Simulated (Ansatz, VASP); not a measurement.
# Cross-check of PtSe2 (1T-PtSe2 bilayer, AB) between VASP and Ansatz

Wanted: the spread between two codes on one cell, functional and k mesh. The structure shown is the start of the Ansatz relaxation below; VASP solves that cell, so the two are compared at the walk's first step.

Method: plane waves, with VASP 6.6.1 beside it; single point at PBE with D3(BJ), in Ansatz 0.2.0.

## 1. The structure

The cell holds 6 atoms: 4 Se and 2 Pt. Its edges and angles: a = 3.750 Å, b = 3.750 Å, c = 46.235 Å, α = 90.0°, β = 90.0°, γ = 120.0°. Vacuum lies along c.

## 2. Ansatz: relaxation, PBE with D3(BJ)

Ansatz runs on its PAW soft_1 files.

The two programs are compared at the cell with which this relaxation starts, whose forces are those of its first step.

Contents of input.yaml:

```yaml
crystal:
  lattice:
    - [3.75, 0.0, 0.0]
    - [-1.875, 3.2475952642, 0.0]
    - [0.0, 0.0, 46.23543559]
  atoms:
    - { symbol: Se, position: [0.6666666667, 0.3333333333, 0.4174287482] }
    - { symbol: Pt, position: [0.0, 0.0, 0.4419523389] }
    - { symbol: Se, position: [0.3333333333, 0.6666666667, 0.4664759295] }
    - { symbol: Se, position: [0.0, 0.0, 0.5335240705] }
    - { symbol: Pt, position: [0.3333333333, 0.6666666667, 0.5580476611] }
    - { symbol: Se, position: [0.6666666667, 0.3333333333, 0.5825712518] }
  periodic: [true, true, false]
kpoints:
  mp_grid: { grid: [12, 12, 1] }
hamiltonian:
  xc: pbe
  dispersion: d3bj
  pseudopotentials: { kind: paw, azcp: { folder: soft_1 } }
scf:
  occupations: { method: fermi_dirac, width: 0.05 }
  convergence: { dr2_threshold: 1.0e-09 }
relax:
  f_tol: 0.004
  max_steps: 90
  cell: {}
output:
  write_potential: true
  write_density: true
  volumetric_format: npy
```

Run with:

```console
ansatz run input.yaml --threads 4 --pin off --max-ram 6144MiB --backend cpu --events-out ev --progress --plain --runs-dir out
```

Numbers of over 12 decimals in the logs are rounded to 6 here.

Log:

```text
Warning: relax.cell: scf.convergence.dr2_threshold = 1e-9 eV is looser than the 1.92920717431e-10 eV advised for a relaxation that steers and ends on the stress (1e-10 eV for each atom of the cell: 6, times the square of relax.cell.stress_2d_tol = 0.05 N/m over 17.6 Å (the atoms' height at the walk's start and 5 Å past either face), 2.835e-2 GPa, over a crystal's default 0.05). What an SCF threshold leaves in a stress goes as its square root, and in the free energy as the threshold itself, and one threshold admits the most on a small cell: [figures from the program's tests cut] Set scf.convergence.dr2_threshold to 1.92920717431e-10 eV or tighter. [rest of the remark cut]
Engine: ansatz 0.2.0, aarch64-unknown-linux-gnu
Pseudopotentials: kind: paw
Pseudopotential: Se, paw, valence charge 16, recommended cutoff 420 eV (normal), soft_1/Se.paw.azcp
Pseudopotential: Pt, paw, valence charge 18, recommended cutoff 420 eV (normal), soft_1/Pt.paw.azcp
Functional definition: PBE
  parameter kappa = 0.804
  parameter beta = 0.066725
  exchange = pbe_x(kappa = kappa, mu = beta*pi^2/3)
  correlation = pbe_c(beta = beta)
Crystal: 6 atoms, lattice volume = 563.077 Å³
Basis set: ecut = 420 eV, 11087 PW (Γ), exchange–correlation on 54×54×640 points (8 copies of the dense FFT grid, shifted against one another)
Bands: 60, of which v1, the nominal top of the filled ones, is band 50 counted from 1 (49 counted from 0)
Symmetry: 12 space group operations
Space group: P-3m1 (ITA 164), of the structure as read, at distance tolerance 8.3e-5 Å
k-points: 19 of 144
Non-local potential: Se, projectors of the file, l = 0: 2, l = 1: 2, l = 2: 3, l = 3: 1
Non-local potential: Pt, projectors of the file, l = 0: 3, l = 1: 2, l = 2: 2, l = 3: 1
PAW form: soft (Blöchl's): semilocal exchange-correlation on the pseudo side does not see the compensation charge
PAW one-centre angular grid: Se, 590 points (default); XC on 64 Gauss nodes
PAW one-centre angular grid: Pt, 590 points (default); XC on 64 Gauss nodes
Initial density: superposition of atomic densities (neutral atoms: chi_scale 0, normalization atom)
Initial wavefunctions: pseudopotential atomic-orbital guess
Functional: x = pbe(κ = 0.804, μ = 0.219515), c = pbe(β = 0.066725)
SCF iter   1: F=—  HF=-46931.184445 eV  |F-HF|=—  |Δ(HF+E_count)|=         —  Δρ=3.74e-2  dr2=8.67e0  ethr=3.10e-3  ⟨swp⟩=14.1  Hψ=6377  notcnv=0  defer=9
preconditioner: auto → Resta (q_TF=auto, 2.045 Å⁻¹)  ε∞=2.1  [insulator: Δε(μ)=1.175 eV  Ē_g=9.910 eV  σ=0.050 eV  W_gap=1.00  n_scr=84 (ndim 8)  ℏωp=10.4 eV  f_vac=0.757  D(μ)=0.00/eV (n_scr^D=0)  ε∞_Penn≈2.1  vacuum switching on, ρ_ref=7.1e-3 e/Å³]
SCF iter   2: F=—  HF=-46930.448884 eV  |F-HF|=—  |Δ(HF+E_count)|=   7.36e-1  Δρ=2.09e-2  dr2=4.33e0  ethr=3.10e-3  ⟨swp⟩=4.4  Hψ=2986  notcnv=0  defer=72
preconditioner: auto → LDOS  [insulator: Δε(μ)=0.292 eV  Ē_g=10.379 eV  σ=0.050 eV  W_gap=0.89  n_scr=84 (ndim 8)  ℏωp=10.4 eV  f_vac=0.759  D(μ)=0.23/eV (n_scr^D=2)  ε∞_Penn≈2.0  β→1.0]
SCF iter   3: F=—  HF=-46929.576798 eV  |F-HF|=—  |Δ(HF+E_count)|=   8.72e-1  Δρ=5.40e-3  dr2=1.12e-1  ethr=3.10e-3  ⟨swp⟩=3.2  Hψ=2256  notcnv=0  defer=58
SCF iter   4: F=—  HF=-46929.563777 eV  |F-HF|=—  |Δ(HF+E_count)|=   1.30e-2  Δρ=1.34e-3  dr2=5.74e-2  ethr=1.12e-4  ⟨swp⟩=4.4  Hψ=2761  notcnv=0  defer=65
SCF iter   5: F=—  HF=-46929.556359 eV  |F-HF|=—  |Δ(HF+E_count)|=   7.42e-3  Δρ=6.30e-4  dr2=1.95e-2  ethr=5.74e-5  ⟨swp⟩=3.3  Hψ=1868  notcnv=0  defer=65
SCF iter   6: F=—  HF=-46929.554341 eV  |F-HF|=—  |Δ(HF+E_count)|=   2.02e-3  Δρ=2.45e-4  dr2=6.00e-4  ethr=1.95e-5  ⟨swp⟩=2.4  Hψ=1510  notcnv=0  defer=65
SCF iter   7: F=—  HF=-46929.554301 eV  |F-HF|=—  |Δ(HF+E_count)|=   3.98e-5  Δρ=6.09e-5  dr2=1.27e-4  ethr=6.00e-7  ⟨swp⟩=3.5  Hψ=2282  notcnv=0  defer=65
SCF iter   8: F=—  HF=-46929.554282 eV  |F-HF|=—  |Δ(HF+E_count)|=   1.89e-5  Δρ=1.96e-5  dr2=6.91e-6  ethr=1.27e-7  ⟨swp⟩=3.0  Hψ=1782  notcnv=0  defer=65
SCF iter   9: F=—  HF=-46929.554386 eV  |F-HF|=—  |Δ(HF+E_count)|=   1.04e-4  Δρ=5.01e-6  dr2=4.16e-7  ethr=6.91e-9  ⟨swp⟩=3.2  Hψ=2078  notcnv=0  defer=65
SCF iter  10: F=—  HF=-46929.554386 eV  |F-HF|=—  |Δ(HF+E_count)|=   2.80e-8  Δρ=1.16e-6  dr2=1.06e-8  ethr=4.16e-10  ⟨swp⟩=3.6  Hψ=2249  notcnv=0  defer=65
[...]
SCF iter   6: F=—  HF=-46930.249067 eV  |F-HF|=—  |Δ(HF+E_count)|=   1.01e-4  Δρ=2.66e-6  dr2=2.53e-8  ethr=8.38e-10  ⟨swp⟩=3.2  Hψ=1932  notcnv=0
SCF iter   7: F=—  HF=-46930.249067 eV  |F-HF|=—  |Δ(HF+E_count)|=   1.56e-8  Δρ=1.10e-6  dr2=1.57e-8  ethr=2.53e-11  ⟨swp⟩=4.2  Hψ=2619  notcnv=0
SCF iter   8: F=—  HF=-46930.249067 eV  |F-HF|=—  |Δ(HF+E_count)|=  4.73e-10  Δρ=4.36e-7  dr2=2.58e-9  ethr=1.57e-11  ⟨swp⟩=2.2  Hψ=1410  notcnv=0
SCF iter   9: F=-46930.249067 eV  HF=-46930.249067 eV  |F-HF|=4.80e-10  |Δ(HF+E_count)|=   1.88e-9  Δρ=1.45e-7  dr2=2.37e-10  ethr=1.00e-12  ⟨swp⟩=11.5  Hψ=7933  notcnv=0
SCF 6 converged in 9 iterations: F = -46930.249067 eV  dr2 = 2.37e-10
relax step   6: F+E_penalty+E_count = -46930.24906680 eV  Δ(F+E_penalty+E_count) = -5.861e-6 eV  max|allowed force component| = 1.232e-3 eV/Å  Δτ_max = 0.0046 Å  P = +0.018 N/m  Ω = 550.527 Å³  energy of the carried Pulay correction = +8.826e-4 eV  fix = [c, alpha, beta]  reactions: c +0.000 N/m  (9 SCF iters, accepted)
Basis set: ecut = 420 eV, 10847 PW (Γ), exchange–correlation on 50×50×640 points (8 copies of the dense FFT grid, shifted against one another)
Initial wavefunctions: pseudopotential atomic-orbital guess (no wavefunctions were taken with the density)
iter 1 solved again at ethr=6.37e-7 eV; its pass at ethr=3.10e-3 eV (dr2=6.37e-4 eV) is discarded
SCF iter   1: F=—  HF=-46930.248213 eV  |F-HF|=—  |Δ(HF+E_count)|=         —  Δρ=2.28e-5  dr2=5.04e-7  ethr=6.37e-7  ⟨swp⟩=6.3  Hψ=10903  notcnv=0
eigensolver tolerance schedule: the retry pair's looser diagonalisation over-reported the residual by 1263.31 of it (diagonalisation noise at 0.35 of the residual, at the tolerance the schedule requests for it); recorded, not acted on — ethr = c·dr2/N_el stays at c = 1.0e-1
preconditioner: auto → Resta (q_TF=auto, 2.053 Å⁻¹)  ε∞=2.2  [insulator: Δε(μ)=0.660 eV  Ē_g=9.521 eV  σ=0.050 eV  W_gap=1.00  n_scr=84 (ndim 8)  ℏωp=10.5 eV  f_vac=0.748  D(μ)=0.01/eV (n_scr^D=0)  ε∞_Penn≈2.2  vacuum switching on, ρ_ref=6.6e-3 e/Å³]
SCF iter   2: F=—  HF=-46930.248318 eV  |F-HF|=—  |Δ(HF+E_count)|=   1.06e-4  Δρ=1.12e-5  dr2=1.24e-7  ethr=5.04e-10  ⟨swp⟩=4.9  Hψ=3535  notcnv=0
SCF iter   3: F=—  HF=-46930.248319 eV  |F-HF|=—  |Δ(HF+E_count)|=   1.52e-7  Δρ=3.30e-6  dr2=5.33e-7  ethr=1.24e-10  ⟨swp⟩=3.0  Hψ=2454  notcnv=0  recentre
SCF iter   4: F=—  HF=-46930.248319 eV  |F-HF|=—  |Δ(HF+E_count)|=   4.02e-8  Δρ=1.47e-6  dr2=8.21e-9  ethr=1.24e-10  ⟨swp⟩=3.0  Hψ=1662  notcnv=0
SCF iter   5: F=-46930.248319 eV  HF=-46930.248319 eV  |F-HF|=9.17e-10  |Δ(HF+E_count)|=  3.93e-10  Δρ=4.22e-7  dr2=6.80e-10  ethr=1.00e-12  ⟨swp⟩=15.7  Hψ=10088  notcnv=0
SCF 7 converged in 5 iterations: F = -46930.248319 eV  dr2 = 6.80e-10
relax step   7: F+E_penalty+E_count = -46930.24831854 eV  Δ(F+E_penalty+E_count) = +7.483e-4 eV  max|allowed force component| = 1.456e-3 eV/Å  Δτ_max = 0.0000 Å  P = +0.011 N/m  Ω = 550.527 Å³  fix = [c, alpha, beta]  reactions: c +0.000 N/m  stress off target by 1.08e-2 N/m on what of the cell is left free  SCF on the basis re-selected at this cell (its energy is not comparable with the rows above)  (5 SCF iters)
basis re-selected at this cell: Δ(F+E_penalty+E_count) = +7.483e-4 eV, ΔP = -0.007 N/m vs the last step (what re-selecting the basis moved, of the pressure what is left beyond the Pulay correction that the steps carried, after the strain that the cell walked since its last selection, with what the two solves' SCF thresholds leave and, on support functions, any second-order correction that the steps lacked; it is no measure of the basis error at this ecutwfc). The dense FFT grid was sized anew with the basis: this SCF ran on 25×25×320 points, the steps before it on 27×27×320, so part of this shift can come from that change (see relax.cell in the input reference). [rest of the remark cut]
SCF converged after 5 iterations
Free energy (F): -46930.248319 eV
Harris-Foulkes:  -46930.248319 eV  (|F-HF|=9.17e-10)
Internal energy: -46930.248160 eV  (E = F + TS)
E sigma→0 (E₀):  -46930.248239 eV
Entropy (-TS):   -0.000158 eV (-0.026 meV/atom)
Fermi energy:    -4.816918 eV
--- Per-component energies (eV) ---
  E_band       = -3696.686019
  E_kinetic    = 1633.743168
  E_local      = -630346.854445  (includes V_loc(G=0)·N_el)
  E_nonlocal   = -1008.880458
  E_hartree    = 314159.619920
  E_xc         = -804.755814
  E_vxc        = -903.872789  (∫ρ·V_xc dr)
  E_paw        = -27488.943576  (= ΣΔE_a)
  E_vpaw       = -1390.056141  (= ΣTr[D̂ρ^β])
  E_aug_tail   = 0.000771  (compensation charges beyond the density's cutoff)
  E_ewald      = 296928.001552
  E_disp       = -2.179279  (pairwise vdW)
  E_smearing   = -0.000158  (= −TS)
  E_closure    = 0.000000  (closes the sum)
  Σ components = -46930.248319   (vs F -46930.248319, Δ=0.00e0)
--- Forces (eV/Å), atoms counted from 1 ---
  atom   1  Se     0.00000000    -0.00000000    -0.00145557
  atom   2  Pt    -0.00000000     0.00000000     0.00014965
  atom   3  Se    -0.00000000     0.00000000     0.00091624
  atom   4  Se     0.00000000    -0.00000000    -0.00091624
  atom   5  Pt     0.00000000    -0.00000000    -0.00014965
  atom   6  Se     0.00000000     0.00000000     0.00145557
  max |Σ_I F_I| component: 2.31e-18 eV/Å
--- 2D stress c σ (N/m, compression-positive) ---
        0.010823      -0.000000       0.000000
        0.000000       0.010823       0.000000
        0.000000       0.000000       0.000000
  P = ½ c Tr σ = 0.0108 N/m
--- Band table (eV; the first three rows and the last of 19) ---
  k-point 0: bands = [... 46 lower, -5.7626, -5.6228, -5.6228, -5.5047, -2.7905, -2.7905, -2.6625, -2.6625, ... 6 higher]
  k-point 1: bands = [... 46 lower, -5.7627, -5.7331, -5.6139, -5.2168, -3.2979, -3.1298, -2.9206, -2.7583, ... 6 higher]
  k-point 2: bands = [... 46 lower, -5.8660, -5.8402, -5.6756, -5.2336, -4.0891, -3.7937, -3.1506, -2.9383, ... 6 higher]
  k-point 18: bands = [... 46 lower, -6.7150, -6.6119, -6.6119, -6.6115, -4.2759, -3.9156, -3.9156, -3.5476, ... 6 higher]
  the weakly bound empty levels are not read free of the cell's end (no_gap_told)
--- Relaxed structure (6 steps of the walk, 6 accepted, 1 SCFs on fresh bases) ---
  F+E_penalty+E_count = -46930.24831854 eV   max|allowed force component| = 1.456e-3 eV/Å   (the final SCF, on the basis selected at the relaxed cell)
  cell:  # Å, volume = 550.5271 Å³
    - [3.707973, 0, 0]
    - [-1.853986, 3.211199, 0]
    - [0, 0, 46.23543559]
  atoms:
    - { symbol: Se, position: [0.666667, 0.333333, 0.411151] }
    - { symbol: Pt, position: [-9.573226508794052e-19, 0, 0.439854] }
    - { symbol: Se, position: [0.333333, 0.666667, 0.468383] }
    - { symbol: Se, position: [-8.701015689629442e-19, 0, 0.531617] }
    - { symbol: Pt, position: [0.333333, 0.666667, 0.560146] }
    - { symbol: Se, position: [0.666667, 0.333333, 0.588849] }
```

Reading the cycles: dr2 is the Hartree energy of the density residual (eV), the measure of convergence; HF is the Harris–Foulkes estimate of the energy, which meets the free energy F at convergence.

[end of part 1 of 2]

[Lines on the potential files, build, host, timing and source positions are cut from VASP's logs without a mark.]

[Logs are printed without paths, hosts, clocks, repeated set-up lines and the standing remarks that a program may print on its own settings, such as how far it seeks lower states.]

[Hosts, paths, dates, database ids (printed as entryN), source tags and the programs' standing remarks are cut or masked in the printed files.]
